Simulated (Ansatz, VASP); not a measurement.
**Rb3Ba in VASP and in Ansatz**

run.py

```python
from ase import Atoms
from ase.calculators.vasp import Vasp
from ase.dft.bandgap import bandgap

atoms = Atoms(
    ['Ba', 'Rb', 'Rb', 'Rb'],
    cell=[[-3.371459, 3.371459, 7.371348], [3.371459, -3.371459, 7.371348], [3.371459, 3.371459, -7.371348]],
    scaled_positions=[[0.0, 0.0, 0.0], [0.5, 0.5, 0.0], [0.25, 0.75, 0.5], [0.75, 0.25, 0.5]],
    pbc=True,
)
calc = Vasp(
    directory='calc',
    xc='pbe',
    pp='PBE',
    setups='gw',
    prec='Accurate',
    encut=550,
    ediff=1e-06,
    ismear=0,
    sigma=0.02,
    lreal=False,
    lasph=True,
    nelm=80,
    algo='Fast',
    isif=2,
    lwave=False,
    lcharg=True,
    lelf=True,
    lvhar=True,
    kpts=[6, 6, 6],
    gamma=True,
)
atoms.calc = calc

print('energy (eV):', atoms.get_potential_energy())
print('free energy (eV):', atoms.get_potential_energy(force_consistent=True))
print('forces (eV/A):')
print(atoms.get_forces())
print('stress (eV/A^3, Voigt):', atoms.get_stress())
print('Fermi level (eV):', calc.get_fermi_level())
gap, top, bottom = bandgap(calc)
print('band gap (eV):', gap, 'from (spin, k, band)', top, 'to', bottom)
```

input.yaml

```yaml
crystal:
  lattice:
    - [-3.371459, 3.371459, 7.371348]
    - [3.371459, -3.371459, 7.371348]
    - [3.371459, 3.371459, -7.371348]
  atoms:
    - { symbol: Ba, position: [0.0, 0.0, 0.0] }
    - { symbol: Rb, position: [0.5, 0.5, 0.0] }
    - { symbol: Rb, position: [0.25, 0.75, 0.5] }
    - { symbol: Rb, position: [0.75, 0.25, 0.5] }
hamiltonian:
  xc: pbe
  pseudopotentials: { kind: paw }
kpoints:
  mp_grid: { grid: [6, 6, 6] }
scf:
  occupations: { method: gaussian, width: 0.02 }
output:
  forces: true
  stress: true
  eigenvalues: true
```

The cell comes from a database or a generator and needn't be the stable form of this composition.

Alike in both runs: task single point; functional PBE; k mesh 6 × 6 × 6; occupations gaussian, width 0.02 eV; no spin polarisation.

|  | VASP | Ansatz |
| --- | --- | --- |
| version | VASP 6.6.1 | Ansatz 0.2.0 |
| potentials or method | VASP PAW PBE potentials, release 64 (Ba_sv_GW, Rb_sv_GW) | Ansatz PAW |
| plane-wave cutoff (eV) | 550 | 420 |
| valence electrons in the cell | 37 | 37 |

|  | VASP | Ansatz | Ansatz less VASP |
| --- | --- | --- | --- |
| gap on the k mesh at the Fermi level (eV) | none | none | - |
| pressure (GPa) | 0.0 | 0.0 | 0.00 |
| largest component of the traceless stress (GPa) | 0.06 | 0.06 | 0.000 |

A gap of «none» marks a metal or a gap that the smearing closes.

The runs have no spin-orbit coupling, so splittings on Ba are missing.
